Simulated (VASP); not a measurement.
Data:

```yaml
crystal:
  lattice:
    - [3.07700, 0.00000, 0.00000]
    - [-1.53850, 2.66476, 0.00000]
    - [0.00000, 0.00000, 5.05188]
  atoms:
    - { symbol: Si, position: [0.33333, 0.66667, 0.99964] }
    - { symbol: Si, position: [0.66667, 0.33333, 0.49964] }
    - { symbol: C, position: [0.33333, 0.66667, 0.37536] }
    - { symbol: C, position: [0.66667, 0.33333, 0.87536] }
```

All values below come from PBEsol GGA, VASP's PBE PAW potentials (set 64) (plane waves; VASP 6.6.1). Settings: 530 eV cut-off, 8×8×4 Γ-centred mesh, Gaussian smearing of 0.050 eV, potentials Si C.

Predict the energy per atom (σ→0).

```
Item                           Result
---------------------  --------------
energy per atom (σ→0)  -7.955 eV/atom
```

The compound is SiC in the wurtzite structure, the rare 2H polytype. It was relaxed first. The start is the result of an earlier pass.
